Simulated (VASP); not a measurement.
**BeCd$_{3}$Se$_{4}$ (ordered alloy cell): computed properties**

The numbers are results of PBEsol GGA, VASP's PBE PAW potentials (set 64) (plane waves; VASP), not measurements.

For BeCd3Se4, the space group is Amm2 (38). The cell is a = 4.109 Å, b = 8.273 Å, c = 11.767 Å, α = 90.00°, β = 90.00°, γ = 90.00° and the volume per atom comes out as 25.00 Å³/atom. The band gap (over mesh and band path) comes out as 0.82 eV, the smallest direct gap (over mesh and band path) is 0.82 eV and the band-edge character comes out as direct, Γ to Γ. The density comes out as 5.50 g/cm³.

```
CELL_PARAMETERS angstrom
     -0.01957     5.83043     5.88347
      5.83043    -0.01957     5.88347
      2.90543     2.90543     0.00000
ATOMIC_POSITIONS crystal
  Cd 0.99543 0.99543 0.00913
  Cd 0.99368 0.50682 0.99949
  Cd 0.50682 0.99368 0.99949
  Se 0.12604 0.12604 0.24792
  Se 0.16478 0.61150 0.22372
  Se 0.61150 0.16478 0.22372
  Se 0.60282 0.60282 0.29436
  Be 0.49892 0.49892 0.00217
```

The structure was generated: BeCd3Se4 was put into an ordered model structure (Amm2), which need not be its known phase. It was relaxed first. Symmetry was kept, so distortions that lower it aren't found.
